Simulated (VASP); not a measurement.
**P: equilibrium volume by level of theory**

Symmetry: Cmce, No. 64, orthorhombic system. The conventional cell has a = 3.316 Å, b = 10.484 Å, c = 4.379 Å, α = 90.00°, β = 90.00°, γ = 90.00°. P (site symmetry m) is surrounded by 3 P at 2.22 to 2.24 Å.

```csv
rung,level,program and potentials,cutoff (eV),k mesh,smearing,equilibrium volume (Å³/atom),notes
LDA,LDA,"VASP, LDA PAW files P, 600 eV",600,10 × 10 × 8,gaussian 0.03,17.36,-
GGA,PBE,"VASP, PBE PAW files P, 600 eV",600,10 × 10 × 8,gaussian 0.03,21.14,-
GGA + dispersion,PBE+D3(BJ),"VASP, PBE PAW files P, 600 eV",600,10 × 10 × 8,gaussian 0.03,17.67,-
GGA,PBEsol,"VASP, PBE PAW files P, 600 eV",600,10 × 10 × 8,gaussian 0.03,18.04,potentials made for PBE
```

Task: relaxation of cell and atoms. All rows: no spin polarisation. Smearing widths are in eV. For a metal such meshes aren't converged. Meshes are those of the run's cell of 4 atoms unless a note names another. Relaxations start from the cell shown or near it and stop with a little pressure left. Runs on faulty files, with rough fits or with known faults for this quantity aren't shown. No row holds spin-orbit coupling.

By rung: LDA 17.36; GGA 18.04 to 21.14; GGA + dispersion 17.67 (Å³/atom).
